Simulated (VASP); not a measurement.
These are r2SCAN meta-GGA, VASP's PBE PAW potentials (set 64) (plane waves; VASP) values and carry that method's errors.

The input files of a VASP run:

**INCAR**
```
! general
SYSTEM  = Cr3Ge
PREC    = Accurate
ENCUT   = 400
LREAL   = .FALSE.
LASPH   = .TRUE.

! electronic loop
EDIFF   = 1E-7
NELM    = 100
ALGO    = Normal
LMAXMIX = 4
LMIXTAU = .TRUE.

! smearing
ISMEAR  = -5

! functional
METAGGA = R2SCAN

! ions
ISIF    = 2

! output
LWAVE   = .FALSE.
LCHARG  = .FALSE.
LORBIT  = 11
NEDOS   = 601

! other
LEFG    = .TRUE.
```

**KPOINTS**
```
Automatic mesh
0
Gamma
8 8 8
0 0 0
```

### KPOINTS_OPT
```
k-points along high-symmetry lines
10
Line-mode
Reciprocal
  0.000000   0.000000   0.000000 ! GAMMA
  0.000000   0.500000   0.000000 ! X

  0.000000   0.500000   0.000000 ! X
  0.500000   0.500000   0.000000 ! M

  0.500000   0.500000   0.000000 ! M
  0.000000   0.000000   0.000000 ! GAMMA

  0.000000   0.000000   0.000000 ! GAMMA
  0.500000   0.500000   0.500000 ! R

  0.500000   0.500000   0.500000 ! R
  0.000000   0.500000   0.000000 ! X

  0.500000   0.500000   0.500000 ! R
  0.500000   0.500000   0.000000 ! M
```

POSCAR:
```
Cr3Ge
1
    4.5446365405     0.0000000000     0.0000000000
    0.0000000000     4.5446365405    -0.0000000000
   -0.0000000000    -0.0000000000     4.5446365405
Cr Ge
6 2
Direct
  0.2500000000   0.0000000000   0.5000000000
  0.7500000000   0.0000000000   0.5000000000
  0.5000000000   0.7500000000   0.0000000000
  0.5000000000   0.2500000000   0.0000000000
  0.0000000000   0.5000000000   0.7500000000
  0.0000000000   0.5000000000   0.2500000000
  0.0000000000   0.0000000000   0.0000000000
  0.5000000000   0.5000000000   0.5000000000
```

POTCAR, in this order: Cr_pv Ge_d (PBE.64 set). Program: vasp_std.

Output

File OSZICAR:
```
       N       E                     dE             d eps       ncg     rms          rms(c)
DAV:   1     0.122215769418E+04    0.12222E+04   -0.45457E+04  5396   0.325E+03
DAV:   2     0.461350072465E+02   -0.11760E+04   -0.11497E+04  4208   0.812E+02
DAV:   3    -0.130182015905E+03   -0.17632E+03   -0.16765E+03  4544   0.240E+02
DAV:   4    -0.144696026750E+03   -0.14514E+02   -0.14117E+02  5284   0.674E+01
DAV:   5    -0.145185676768E+03   -0.48965E+00   -0.48599E+00  5352   0.132E+01    0.398E+01
DAV:   6    -0.120442355551E+03    0.24743E+02   -0.13434E+02  4460   0.723E+01    0.946E+00
DAV:   7    -0.117112628287E+03    0.33297E+01   -0.11312E+01  4500   0.231E+01    0.369E+00
DAV:   8    -0.117427029387E+03   -0.31440E+00   -0.78947E-01  5556   0.426E+00    0.226E+00
DAV:   9    -0.117279184065E+03    0.14785E+00   -0.39778E-01  4876   0.318E+00    0.121E+00
DAV:  10    -0.117452378642E+03   -0.17319E+00   -0.26034E-01  4496   0.285E+00    0.678E-01
DAV:  11    -0.117448379298E+03    0.39993E-02   -0.13641E-01  4496   0.234E+00    0.454E-01
DAV:  12    -0.117457724282E+03   -0.93450E-02   -0.68260E-02  4484   0.162E+00    0.221E-01
DAV:  13    -0.117469988947E+03   -0.12265E-01   -0.20829E-02  6996   0.592E-01    0.494E-01
DAV:  14    -0.117472135606E+03   -0.21467E-02   -0.12754E-03  4684   0.233E-01    0.103E+00
DAV:  15    -0.117475953882E+03   -0.38183E-02   -0.10301E-02  4488   0.619E-01    0.894E-01
DAV:  16    -0.117475980317E+03   -0.26435E-04   -0.32181E-04  6184   0.858E-02    0.835E-01
DAV:  17    -0.117475985780E+03   -0.54624E-05   -0.22479E-05  5788   0.150E-02    0.830E-01
DAV:  18    -0.117475984178E+03    0.16013E-05   -0.89785E-06  4768   0.170E-02    0.867E-01
DAV:  19    -0.117475933091E+03    0.51087E-04   -0.95607E-05  5248   0.488E-02    0.591E-01
DAV:  20    -0.117475881805E+03    0.51286E-04   -0.11649E-04  5356   0.823E-02    0.398E-01
DAV:  21    -0.117475919273E+03   -0.37467E-04   -0.17411E-04  5336   0.646E-02    0.212E-01
DAV:  22    -0.117475892644E+03    0.26629E-04   -0.36232E-05  5624   0.330E-02    0.244E-01
DAV:  23    -0.117475848603E+03    0.44041E-04   -0.25060E-04  5444   0.938E-02    0.180E-01
DAV:  24    -0.117475826943E+03    0.21660E-04   -0.27685E-04  5648   0.988E-02    0.152E-01
DAV:  25    -0.117475842066E+03   -0.15123E-04   -0.34006E-05  6564   0.271E-02    0.107E-01
DAV:  26    -0.117475841761E+03    0.30519E-06   -0.71416E-06  4800   0.127E-02    0.432E-02
DAV:  27    -0.117475821643E+03    0.20118E-04   -0.23308E-05  5356   0.291E-02    0.105E-02
DAV:  28    -0.117475809262E+03    0.12381E-04   -0.53397E-06  4920   0.115E-02    0.130E-02
DAV:  29    -0.117475809781E+03   -0.51955E-06   -0.54901E-07  4368   0.410E-03    0.994E-03
DAV:  30    -0.117475810811E+03   -0.10297E-05   -0.40377E-08  2492   0.152E-03    0.851E-03
DAV:  31    -0.117475812468E+03   -0.16573E-05   -0.19996E-08  2472   0.109E-03    0.552E-03
DAV:  32    -0.117475814145E+03   -0.16769E-05   -0.30875E-08  2464   0.128E-03    0.291E-03
DAV:  33    -0.117475814355E+03   -0.20953E-06   -0.35661E-08  2440   0.884E-04    0.303E-03
DAV:  34    -0.117475814821E+03   -0.46666E-06   -0.89280E-09  2436   0.616E-04    0.209E-03
DAV:  35    -0.117475815204E+03   -0.38232E-06   -0.60681E-09  2428   0.353E-04    0.118E-03
DAV:  36    -0.117475815373E+03   -0.16931E-06   -0.31059E-09  2436   0.278E-04    0.959E-04
DAV:  37    -0.117475815559E+03   -0.18594E-06   -0.23788E-09  2432   0.218E-04    0.540E-04
DAV:  38    -0.117475815670E+03   -0.11074E-06   -0.13686E-09  2428   0.184E-04    0.289E-04
DAV:  39    -0.117475815757E+03   -0.87008E-07   -0.10625E-09  2428   0.132E-04
   1 F= -.11747582E+03 E0= -.11747582E+03  d E =0.000000E+00
       N       E                     dE             ncg
       N       E                     dE             ncg
```

**OUTCAR**
```
------------------------ aborting loop because EDIFF is reached ----------------------------------------
  FORCE on cell =-STRESS in cart. coord.  units (eV):
  Direction    XX          YY          ZZ          XY          YZ          ZX
  --------------------------------------------------------------------------------------
  Total       -0.1029226     -0.1029226     -0.1029226     -0.0000000      0.0000000      0.0000000
  in kB       -1.7568059     -1.7568059     -1.7568059     -0.0000000      0.0000000      0.0000000
  external PRESSURE =      -1.7568059 kB  Pullay stress =       0.0000000 kB
  volume of cell :       93.86
      direct lattice vectors                 reciprocal lattice vectors
     4.544636540  0.000000000  0.000000000     0.220039599  0.000000000  0.000000000
     0.000000000  4.544636540  0.000000000     0.000000000  0.220039599  0.000000000
     0.000000000  0.000000000  4.544636540     0.000000000  0.000000000  0.220039599
 POSITION                                       TOTAL-FORCE (eV/Angst)
 -----------------------------------------------------------------------------------
      1.13616      0.00000      2.27232         0.000000     -0.000000      0.000000
      3.40848      0.00000      2.27232        -0.000000     -0.000000     -0.000000
      2.27232      3.40848      0.00000         0.000000      0.000000      0.000000
      2.27232      1.13616      0.00000        -0.000000     -0.000000     -0.000000
      0.00000      2.27232      3.40848         0.000000      0.000000      0.000000
      0.00000      2.27232      1.13616        -0.000000     -0.000000     -0.000000
      0.00000      0.00000      0.00000         0.000000      0.000000     -0.000000
      2.27232      2.27232      2.27232         0.000000      0.000000     -0.000000
 -----------------------------------------------------------------------------------
    total drift:                                0.000000      0.000000      0.000000
  FREE ENERGIE OF THE ION-ELECTRON SYSTEM (eV)
  ---------------------------------------------------
  free  energy   TOTEN  =      -117.4758157568 eV

  energy  without entropy=     -117.4758157568  energy(sigma->0) =     -117.47581576

 total charge

# of ion       s       p       d       tot
------------------------------------------
    1        0.528   6.385   4.299  11.213
    2        0.528   6.385   4.299  11.213
    3        0.528   6.385   4.299  11.213
    4        0.528   6.385   4.299  11.213
    5        0.528   6.385   4.299  11.213
    6        0.528   6.385   4.299  11.213
    7        1.062   1.493  10.156  12.711
    8        1.062   1.493  10.156  12.711
--------------------------------------------------
tot          5.294  41.299  46.107  92.699
```
(Selected blocks of OUTCAR.)

For a metal the tetrahedron method with Blöchl corrections gives inexact stress and forces.

The structure comes from a computed database's Cr3Ge entry (Pm-3n); how it stands against other phases isn't given here. It was relaxed first. The run is not spin-polarised, so no magnetic state was tried.
